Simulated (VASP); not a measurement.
Output of a VASP run:

OSZICAR:
```
       N       E                     dE             d eps       ncg     rms          rms(c)
DAV:   1     0.396072938680E+03    0.39607E+03   -0.16342E+04  1160   0.264E+03
DAV:   2     0.665643585778E+01   -0.38942E+03   -0.38382E+03  1640   0.436E+02
DAV:   3    -0.123421424391E+03   -0.13008E+03   -0.12881E+03  2120   0.231E+02
DAV:   4    -0.142249860633E+03   -0.18828E+02   -0.18819E+02  1984   0.963E+01
DAV:   5    -0.143279993717E+03   -0.10301E+01   -0.10298E+01  2112   0.271E+01    0.144E+01
DAV:   6    -0.127276863952E+03    0.16003E+02   -0.31688E+01  1760   0.341E+01    0.557E+00
DAV:   7    -0.123277629373E+03    0.39992E+01   -0.38210E+00  2048   0.193E+01    0.327E+00
DAV:   8    -0.126235345275E+03   -0.29577E+01   -0.41475E+00  2280   0.196E+01    0.180E+00
DAV:   9    -0.123510714945E+03    0.27246E+01   -0.10359E+00  1904   0.111E+01    0.513E-01
DAV:  10    -0.123920626528E+03   -0.40991E+00   -0.61370E-01  2280   0.712E+00    0.264E-01
DAV:  11    -0.123757699806E+03    0.16293E+00   -0.11385E-01  1912   0.384E+00    0.132E-01
DAV:  12    -0.123762354358E+03   -0.46546E-02   -0.17845E-02  2288   0.129E+00    0.896E-02
DAV:  13    -0.123761054412E+03    0.12999E-02   -0.76687E-03  1504   0.109E+00    0.519E-02
DAV:  14    -0.123760747962E+03    0.30645E-03   -0.92947E-03  1304   0.116E+00    0.258E-02
DAV:  15    -0.123764202410E+03   -0.34544E-02   -0.21401E-03  1488   0.546E-01    0.150E-02
DAV:  16    -0.123764269556E+03   -0.67146E-04   -0.14450E-04  2264   0.135E-01    0.186E-02
DAV:  17    -0.123764292220E+03   -0.22664E-04   -0.45007E-05  2168   0.514E-02    0.310E-02
DAV:  18    -0.123764264920E+03    0.27301E-04   -0.68950E-05  2072   0.755E-02    0.154E-02
DAV:  19    -0.123764283429E+03   -0.18509E-04   -0.59956E-05  1872   0.860E-02    0.545E-03
DAV:  20    -0.123764274855E+03    0.85737E-05   -0.20571E-05  2120   0.490E-02    0.198E-03
DAV:  21    -0.123764277565E+03   -0.27097E-05   -0.10925E-06  1120   0.127E-02    0.152E-03
DAV:  22    -0.123764283845E+03   -0.62800E-05   -0.57140E-06  1480   0.305E-02    0.220E-03
DAV:  23    -0.123764284102E+03   -0.25735E-06   -0.56888E-07   928   0.121E-02
   1 F= -.12376428E+03 E0= -.12376428E+03  d E =-.123764E+03
```

OUTCAR:
```
------------------------ aborting loop because EDIFF is reached ----------------------------------------
  FORCE on cell =-STRESS in cart. coord.  units (eV):
  Direction    XX          YY          ZZ          XY          YZ          ZX
  --------------------------------------------------------------------------------------
  Total       -0.0699522     -0.0699522      0.0671392      0.0000000     -0.0000000      0.0000000
  in kB       -1.3759040     -1.3759039      1.3205757      0.0000000     -0.0000000      0.0000000
  external PRESSURE =      -0.4770774 kB  Pullay stress =       0.0000000 kB
  volume of cell :       81.46
      direct lattice vectors                 reciprocal lattice vectors
     1.963111472 -3.400208721  0.000000000     0.254697712 -0.147049796  0.000000000
     1.963111472  3.400208721  0.000000000     0.254697712  0.147049796  0.000000000
     0.000000000  0.000000000  6.101592283     0.000000000  0.000000000  0.163891646
 POSITION                                       TOTAL-FORCE (eV/Angst)
 -----------------------------------------------------------------------------------
      1.96311      1.13341      1.50208         0.000000     -0.000000      0.015855
      1.96311     -1.13341      4.59951        -0.000000      0.000000     -0.015855
      0.00000      0.00000      0.00000         0.000000     -0.000000     -0.000000
      1.96311      1.13341      3.94301        -0.000000     -0.000000     -0.000936
      1.96311     -1.13341      2.15858         0.000000      0.000000      0.000936
 -----------------------------------------------------------------------------------
    total drift:                               -0.000000      0.000000      0.000000
  FREE ENERGIE OF THE ION-ELECTRON SYSTEM (eV)
  ---------------------------------------------------
  free  energy   TOTEN  =      -123.7642841024 eV

  energy  without entropy=     -123.7642841024  energy(sigma->0) =     -123.76428410

 reached required accuracy - stopping structural energy minimisation
```
(Selected blocks of OUTCAR.)

### POSCAR
```
La2O3
1
    1.9631114724    -3.4002087212    -0.0000000000
    1.9631114724     3.4002087212     0.0000000000
   -0.0000000000    -0.0000000000     6.1015922827
La O
2 3
Direct
  0.3333330000   0.6666670000   0.2461780472
  0.6666670000   0.3333330000   0.7538219528
  0.0000000000   0.0000000000   0.0000000000
  0.3333330000   0.6666670000   0.6462262462
  0.6666670000   0.3333330000   0.3537737538
```

Problem. Reconstruct the remaining input files.

Solution. One answer among several that fit: the input of the run itself, SCAN meta-GGA, plane waves, VASP's PBE PAW potentials (set 64).

INCAR:
```
SYSTEM = La2O3
PREC = Accurate
ENCUT = 520
EDIFF = 1E-6
NELM = 100
ALGO = Normal
LREAL = .FALSE.
LASPH = .TRUE.
ISMEAR = 0
SIGMA = 0.05
METAGGA = SCAN
LMIXTAU = .TRUE.
LMAXMIX = 6
LWAVE = .FALSE.
LCHARG = .FALSE.
IBRION = 2
ISIF = 3
NSW = 60
EDIFFG = -0.02
```

**KPOINTS**
```
Automatic mesh
0
Gamma
6 6 4
0 0 0
```

POTCAR, in this order: La O (PBE.64 set). Program: vasp_std.

The compound is La2O3 in the a-type structure. It was relaxed first. The start is the result of an earlier pass.
